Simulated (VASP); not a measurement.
Energy against volume of Na (bcc). Level of theory: PW91 GGA, VASP's PBE PAW potentials (set 64) (plane waves; VASP 6.6.1). Run with 520 eV cut-off, 12×12×12 Γ-centred mesh, first-order Methfessel-Paxton smearing of 0.10 eV, potentials Na_pv.

```json
[
 {"V (Å³/atom)": "35.771", "E (eV/atom)": "-1.29923"},
 {"V (Å³/atom)": "36.877", "E (eV/atom)": "-1.30047"},
 {"V (Å³/atom)": "37.984", "E (eV/atom)": "-1.30007"},
 {"V (Å³/atom)": "39.090", "E (eV/atom)": "-1.29823"}
]
```

Task: Fit these four points and predict the energy of the run at 34.665 Å³/atom.

Result: A cubic in V^(−2/3), the third-order Birch-Murnaghan form, passes through the four points with V0 = 37.14 Å³/atom and B0 = 8 GPa, and gives -1.2961 eV/atom there. The run gave -1.2961 eV/atom, -0.0 meV/atom from the fit; all five points give B0 = 8 GPa.

The compound is Na in the bcc structure. It was relaxed first.
